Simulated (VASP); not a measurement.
The system is LaB2Rh3.

```
La B Rh
1.0
     5.48300    0.00000    0.00000
    -2.74150    4.74842    0.00000
     0.00000    0.00000    3.14100
La B Rh
1 2 3
Direct
  0.00000 0.00000 0.00000
  0.33333 0.66667 0.00000
  0.66667 0.33333 0.00000
  0.50000 0.00000 0.50000
  0.50000 0.50000 0.50000
  0.00000 0.50000 0.50000
```

| Item | Value |
| --- | --- |
| Program | VASP 6.6.1 |
| Task | relaxation of cell and atoms |
| Functional | PBEsol |
| Potentials or basis | VASP PAW PBE potentials, release 64 (La, B, Rh_pv) |
| Cutoff | 600 eV |
| k mesh | 9 × 9 × 12 |
| Occupations | gaussian, width 0.1 eV |
| Spin | no spin polarisation |

At the start: pressure -4.4 GPa; volume 13.63 Å³/atom.

Question: How do energy, volume and symmetry change on relaxing?

Answer: Over 7 steps the energy falls by 4.1 meV/atom and the volume is 13.34 Å³/atom (-2.1 %); space group P6/mmm (No. 191, to 0.05 Å).

The path:
```
step  energy change (eV)  largest force (eV/Å)  pressure (GPa)  volume (Å³)
   1              0.0000                0.0000           -4.45        81.78
   2              0.0415                0.0000            8.10        77.38
   3             -0.0243                0.0000           -0.05        80.08
   4             -0.0243                0.0000            0.05        80.04
   5             -0.0243                0.0000           -0.07        80.08
   6             -0.0243                0.0000           -0.03        80.07
   7             -0.0243                0.0000           -0.01        80.06
```

Final structure:
```cif
data_structure
_symmetry_space_group_name_H-M 'P 1'
_symmetry_Int_Tables_number 1
_cell_length_a 5.4446
_cell_length_b 5.4446
_cell_length_c 3.1186
_cell_angle_alpha 90.000
_cell_angle_beta 90.000
_cell_angle_gamma 120.000
_cell_volume 80.06
loop_
_atom_site_label
_atom_site_type_symbol
_atom_site_fract_x
_atom_site_fract_y
_atom_site_fract_z
_atom_site_occupancy
La1 La 0.00000 0.00000 0.00000 1
B1 B 0.33333 0.66667 0.00000 1
B2 B 0.66667 0.33333 0.00000 1
Rh1 Rh 0.50000 0.00000 0.50000 1
Rh2 Rh 0.50000 0.50000 0.50000 1
Rh3 Rh 0.00000 0.50000 0.50000 1
```

Caveat: the PAW data sets were made with another functional, which shifts forces and pressure a little.
